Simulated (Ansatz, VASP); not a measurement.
# YbAl3: VASP beside Ansatz

Wanted: the spread between two codes on one cell, functional and k mesh. The cell is taken from a series of runs on this material, whose earlier steps may have relaxed, scaled, displaced or heated it; both programs get it as it stands.

Main program and level: Ansatz 0.2.0; plane waves, with VASP 6.6.1 beside it; relaxation of cell and atoms at PBEsol.

## (1) Set-up

It takes space group Pm-3m (No. 221, cubic). The conventional cell has a = 4.179 Å, b = 4.179 Å, c = 4.179 Å, α = 90.00°, β = 90.00°, γ = 90.00°. Nearest to Yb lie 12 Al at 2.96 Å. Nearest to Al lie 4 Yb at 2.96 Å and 8 Al at 2.96 Å. Farther neighbours are not listed.

Structure file:

```cif
data_structure
_symmetry_space_group_name_H-M 'P 1'
_symmetry_Int_Tables_number 1
_cell_length_a 4.1794
_cell_length_b 4.1794
_cell_length_c 4.1794
_cell_angle_alpha 90.000
_cell_angle_beta 90.000
_cell_angle_gamma 90.000
_cell_volume 73.00
loop_
_atom_site_label
_atom_site_type_symbol
_atom_site_fract_x
_atom_site_fract_y
_atom_site_fract_z
_atom_site_occupancy
Yb1 Yb 0.00000 0.00000 0.00000 1
Al2 Al 0.00000 0.50000 0.50000 1
Al3 Al 0.50000 0.50000 0.00000 1
Al4 Al 0.50000 0.00000 0.50000 1
```

## (2) VASP: relaxation of cell and atoms, PBEsol

The relaxed volume is the usual yardstick between codes: in a stiff, nearly cubic crystal its relative difference is about their pressure difference at one cell divided by the bulk modulus.

Lines of VASP's logs that name or quote its potential files are left out, and so is its time.

INCAR

```
SYSTEM = YbAl3
PREC = Accurate
ENCUT = 600
EDIFF = 1E-07
NELM = 200
ISMEAR = 1
SIGMA = 0.2
LREAL = .FALSE.
ALGO = Normal
GGA = PS
NBANDS = 22
LASPH = .TRUE.
LORBIT = 11
LWAVE = .FALSE.
LCHARG = .FALSE.
ISIF = 3
IBRION = 2
NSW = 80
EDIFFG = -0.005
GGA_COMPAT = .FALSE.
NELMIN = 4
LMAXMIX = 6
```

POSCAR

```
YbAl3
1.0
    4.1794020000      0.0000000000      0.0000000000
    0.0000000000      4.1794020000      0.0000000000
    0.0000000000      0.0000000000      4.1794020000
Yb Al
1 3
Direct
    0.0000000000      0.0000000000      0.0000000000
    0.0000000000      0.5000000000      0.5000000000
    0.5000000000      0.5000000000      0.0000000000
    0.5000000000      0.0000000000      0.5000000000
```

KPOINTS

```
Automatic mesh
0
Gamma
12 12 12
0 0 0
```

PAW data sets: Yb and Al (PBE family, release 64).

Started as:

```
$ mpirun -np 1 vasp_std
```

Numbers of over 12 decimals in the logs are rounded to 6 here.

The log of the run:

```text
[banner, memory and clock lines left out]
running    1 mpi-ranks, on    1 nodes
 distrk:  each k-point on    1 cores,    1 groups
 distr:  one band on    1 cores,    1 groups

 POSCAR found type information on POSCAR YbAl
 POSCAR found :  2 types and       4 ions
|                                                                             |
|               ----> ADVICE to this user running VASP <----                  |
|                                                                             |
|     You enforced a specific xc type in the INCAR file but a different       |
|     [... a line on the potential file left out ...]
|     I HOPE YOU KNOW WHAT YOU ARE DOING!                                     |
|                                                                             |

 LDA part: xc-table for (Slater+PW92), standard interpolation
 POSCAR, INCAR and KPOINTS ok, starting setup
 FFT: planning ... GRIDC
 FFT: planning ... GRID_SOFT
 FFT: planning ... GRID
 WAVECAR not read
 entering main loop
       N       E                     dE             d eps       ncg     rms          rms(c)
DAV:   1     0.177710450677E+03    0.17771E+03   -0.12441E+04  5324   0.935E+03
DAV:   2     0.107829073002E+02   -0.16693E+03   -0.15789E+03  5180   0.746E+02
DAV:   3    -0.148368469969E+02   -0.25620E+02   -0.24887E+02  5678   0.146E+02
DAV:   4    -0.178718953390E+02   -0.30350E+01   -0.29890E+01  7114   0.391E+01
DAV:   5    -0.181625967140E+02   -0.29070E+00   -0.28312E+00  6588   0.130E+01    0.376E+01
DAV:   6    -0.221958747195E+02   -0.40333E+01   -0.29076E+01  4116   0.296E+02    0.106E+02
DAV:   7    -0.216179521521E+02    0.57792E+00   -0.18580E+00  6326   0.230E+01    0.865E+01
DAV:   8    -0.182448431237E+02    0.33731E+01   -0.46659E+00  4964   0.105E+02    0.314E+01
DAV:   9    -0.241416869430E+02   -0.58968E+01   -0.15598E+01  6138   0.250E+02    0.426E+01
DAV:  10    -0.175912491253E+02    0.65504E+01   -0.15054E+01  5016   0.152E+02    0.880E+00
DAV:  11    -0.177029986064E+02   -0.11175E+00   -0.11024E+00  6750   0.104E+01    0.988E+00
DAV:  12    -0.177257577550E+02   -0.22759E-01   -0.12941E-01  7324   0.428E+00    0.116E+01
DAV:  13    -0.177210923465E+02    0.46654E-02   -0.21368E-02  7124   0.286E+00    0.120E+01
DAV:  14    -0.178228886054E+02   -0.10180E+00   -0.13149E-01  5168   0.236E+01    0.108E+01
[...]
DAV:  33    -0.176992662039E+02   -0.13894E-04   -0.35517E-05  6666   0.738E-02    0.114E-01
DAV:  34    -0.176992660760E+02    0.12793E-06   -0.33192E-06  5982   0.244E-02    0.125E-01
DAV:  35    -0.176992386428E+02    0.27433E-04   -0.10719E-05  5376   0.164E-01    0.881E-02
DAV:  36    -0.176992318461E+02    0.67967E-05   -0.27229E-06  6132   0.659E-02    0.621E-02
DAV:  37    -0.176992257049E+02    0.61413E-05   -0.54518E-06  5976   0.112E-01    0.345E-02
DAV:  38    -0.176992257953E+02   -0.90409E-07   -0.26551E-06  6902   0.595E-02    0.221E-02
DAV:  39    -0.176992254120E+02    0.38329E-06   -0.10796E-06  4638   0.419E-02    0.149E-02
DAV:  40    -0.176992254564E+02   -0.44409E-07   -0.34573E-07  3696   0.132E-02
   1 F= -.17699225E+02 E0= -.17735988E+02  d E =-.176992E+02
[...]
2 F= -.17699209E+02 E0= -.17735855E+02  d E =0.169158E-04
[...]
3 F= -.17699268E+02 E0= -.17735936E+02  d E =-.425912E-04
 curvature:  -0.37 expect dE=-0.296E-03 dE for cont linesearch -0.296E-03
 ZBRENT: interpolating
 opt :   0.3248  next Energy=   -17.699300 (dE=-0.750E-04)
 bond charge predicted
       N       E                     dE             d eps       ncg     rms          rms(c)
DAV:   1    -0.177132539075E+02   -0.13986E-01   -0.32664E-02  5608   0.671E+00    0.145E+00
DAV:   2    -0.185146192765E+02   -0.80137E+00   -0.15849E+00  4834   0.588E+01    0.132E+01
DAV:   3    -0.177019748130E+02    0.81264E+00   -0.11097E+00  4372   0.536E+01    0.102E+00
DAV:   4    -0.177007002537E+02    0.12746E-02   -0.30616E-02  6446   0.291E+00    0.545E-01
DAV:   5    -0.177000201459E+02    0.68011E-03   -0.15765E-03  7030   0.664E-01    0.396E-01
DAV:   6    -0.176996196849E+02    0.40046E-03   -0.30999E-04  7242   0.442E-01    0.284E-01
DAV:   7    -0.176993262975E+02    0.29339E-03   -0.31135E-04  7114   0.632E-01    0.137E-01
DAV:   8    -0.176992805991E+02    0.45698E-04   -0.23326E-04  6872   0.569E-01    0.459E-02
DAV:   9    -0.176993021973E+02   -0.21598E-04   -0.75672E-05  7208   0.128E-01    0.731E-02
DAV:  10    -0.176993040613E+02   -0.18640E-05   -0.14083E-05  5348   0.192E-02    0.709E-02
DAV:  11    -0.176992928779E+02    0.11183E-04   -0.42399E-06  6422   0.778E-02    0.519E-02
DAV:  12    -0.176992839435E+02    0.89343E-05   -0.10886E-05  6866   0.120E-01    0.186E-02
DAV:  13    -0.176992836087E+02    0.33481E-06   -0.21766E-06  6828   0.269E-02    0.631E-03
DAV:  14    -0.176992837367E+02   -0.12795E-06   -0.30874E-07  4522   0.531E-03    0.611E-03
DAV:  15    -0.176992837723E+02   -0.35643E-07   -0.81020E-08  2678   0.851E-03
   4 F= -.17699284E+02 E0= -.17736007E+02  d E =-.583159E-04
 curvature:  -0.09 expect dE=-0.471E-07 dE for cont linesearch -0.471E-07
 trial: gam=-0.03169 g(F)=  0.896E-66 g(S)=  0.496E-06 ort = 0.151E-04 (trialstep = 0.865E+00)
 search vector abs. value=  0.632E-09
 reached required accuracy - stopping structural energy minimisation
```

From OUTCAR (step 2):

```text
ion  position               nearest neighbor table
   1  0.000  0.000  0.000-   2 2.96   3 2.96   4 2.96   2 2.96   4 2.96   2 2.96   3 2.96   2 2.96
                             3 2.96   4 2.96   4 2.96   3 2.96
   2  0.000  0.500  0.500-   1 2.96   3 2.96   4 2.96   1 2.96   3 2.96   1 2.96   4 2.96   1 2.96
                             3 2.96   4 2.96   3 2.96   4 2.96
   3  0.500  0.500  0.000-   1 2.96   2 2.96   4 2.96   2 2.96   4 2.96   1 2.96   4 2.96   4 2.96
                             1 2.96   2 2.96   2 2.96   1 2.96
   4  0.500  0.000  0.500-   1 2.96   2 2.96   3 2.96   1 2.96   3 2.96   2 2.96   3 2.96   3 2.96
                             1 2.96   2 2.96   1 2.96   2 2.96

  LATTYP: Found a simple cubic cell.
 ALAT       =     4.1794020000

 Subroutine GETGRP returns: Found 48 space group operations
 (whereof 48 operations were pure point group operations)

The static configuration has the point symmetry O_h .

 Found     84 irreducible k-points:

   k-points           NKPTS =     84   k-points in BZ     NKDIM =     84   number of bands    NBANDS=     22

   dimension x,y,z NGX =    36 NGY =   36 NGZ =   36
   dimension x,y,z NGXF=    72 NGYF=   72 NGZF=   72

   ENCUT  =  600.0 eV  44.10 Ry    6.64 a.u.   8.35  8.35  8.35*2*pi/ulx,y,z

   NELECT =      33.0000    total number of electrons

 k-points in reciprocal lattice and weights: Automatic mesh
   0.00000000  0.00000000  0.00000000       0.001
   0.08333333  0.00000000  0.00000000       0.003
   0.16666667  0.00000000  0.00000000       0.003
   0.25000000  0.00000000  0.00000000       0.003
   0.33333333  0.00000000  0.00000000       0.003
   0.41666667  0.00000000  0.00000000       0.003
   0.50000000  0.00000000  0.00000000       0.002
   0.08333333  0.08333333  0.00000000       0.007
   0.16666667  0.08333333  0.00000000       0.014
[...]
0.50000000  0.50000000  0.41666667       0.003
   0.50000000  0.50000000  0.50000000       0.001

 average (electrostatic) potential at core
       1 -30.5146       2 -73.9203       3 -73.9203       4 -73.9203

 E-fermi :   5.8036

 k-point     1 :       0.0000    0.0000    0.0000
  band No.  band energies     occupation
    ...
     13       5.4812      2.04498
     14       5.5611      2.07087
     15       5.7824      1.17878
     16       5.7824      1.17878
     17       5.7824      1.17878
     18       7.4947     -0.00000
     19       8.6213     -0.00000
     20       8.6213     -0.00000
     21       8.6213     -0.00000
     22      11.1501      0.00000

 k-point     2 :       0.0833    0.0000    0.0000
  band No.  band energies     occupation
    ...
     13       5.4813      2.04505
     14       5.5595      2.07091
     15       5.7697      1.28264
     16       5.7697      1.28264
     17       5.7975      1.05188
     18       7.8214     -0.00000
     19       8.4721     -0.00000
     20       8.4721     -0.00000
     21       8.6589     -0.00000
     22      10.4877      0.00000

 k-point     3 :       0.1667    0.0000    0.0000
  band No.  band energies     occupation
    ...
     12       5.4811      2.04497
     13       5.4811      2.04497
     14       5.5553      2.07083
     15       5.7326      1.56105
     16       5.7326      1.56105
     17       5.8949      0.30966
     18       8.1823     -0.00000
     19       8.1823     -0.00000
     20       8.6108     -0.00000
     21       8.7671     -0.00000
    ...

  Total       -0.0037022     -0.0037022     -0.0037022      0.0000000     -0.0000000      0.0000000
  in kB       -0.0813597     -0.0813597     -0.0813597      0.0000000     -0.0000000      0.0000000
  external PRESSURE =      -0.0813597 kB  Pullay stress =       0.0000000 kB

  energy-cutoff  :      600.00
  volume of cell :       72.91
      direct lattice vectors                 reciprocal lattice vectors
     4.177551902  0.000000000 -0.000000000     0.239374644 -0.000000000  0.000000000
     0.000000000  4.177551902  0.000000000     0.000000000  0.239374644  0.000000000
    -0.000000000 -0.000000000  4.177551902     0.000000000 -0.000000000  0.239374644

 POSITION                                       TOTAL-FORCE (eV/Angst)
 -----------------------------------------------------------------------------------
      0.00000      0.00000      0.00000        -0.000000     -0.000000      0.000000
     -0.00000      2.08878      2.08878         0.000000      0.000000      0.000000
      2.08878      2.08878      0.00000         0.000000      0.000000      0.000000
      2.08878     -0.00000      2.08878         0.000000      0.000000      0.000000
 -----------------------------------------------------------------------------------
    total drift:                                0.000000     -0.000000     -0.000000

  FREE ENERGIE OF THE ION-ELECTRON SYSTEM (eV)
  ---------------------------------------------------
  free  energy   TOTEN  =       -17.6992837723 eV

  energy  without entropy=      -17.8094522482  energy(sigma->0) =      -17.73600660

 reached required accuracy - stopping structural energy minimisation

 total charge
# of ion       s       p       d       f       tot
--------------------------------------------------
    1        2.153   6.083   0.680  13.469  22.385
    2        0.432   0.358   0.000   0.000   0.790
    3        0.432   0.358   0.000   0.000   0.790
    4        0.432   0.358   0.000   0.000   0.790
--------------------------------------------------
tot          3.450   7.156   0.680  13.469  24.755

[... 3 further parts left out ...]
```

CONTCAR:

```
YbAl3
   1.00000000000000
     4.1775519022697019    0.0000000000000000   -0.0000000000000000
     0.0000000000000000    4.1775519022697019    0.0000000000000000
    -0.0000000000000000   -0.0000000000000000    4.1775519022697019
  Yb              Al
     1     3
Direct
     0.0000000000000000    0.0000000000000000    0.0000000000000000
     0.0000000000000000    0.5000000000000000    0.5000000000000000
     0.5000000000000000    0.5000000000000000    0.0000000000000000
     0.5000000000000000    0.0000000000000000    0.5000000000000000
```

This run has no spin polarisation. Its electron count is odd, so without a moment it is a metal by construction.

[end of part 1 of 2]

[Lines on the potential files, build, host, timing and source positions are cut from VASP's logs without a mark.]

[Logs are printed without paths, hosts, clocks, repeated set-up lines and the standing remarks that a program may print on its own settings, such as how far it seeks lower states.]

[Hosts, paths, dates, database ids (printed as entryN), source tags and the programs' standing remarks are cut or masked in the printed files.]
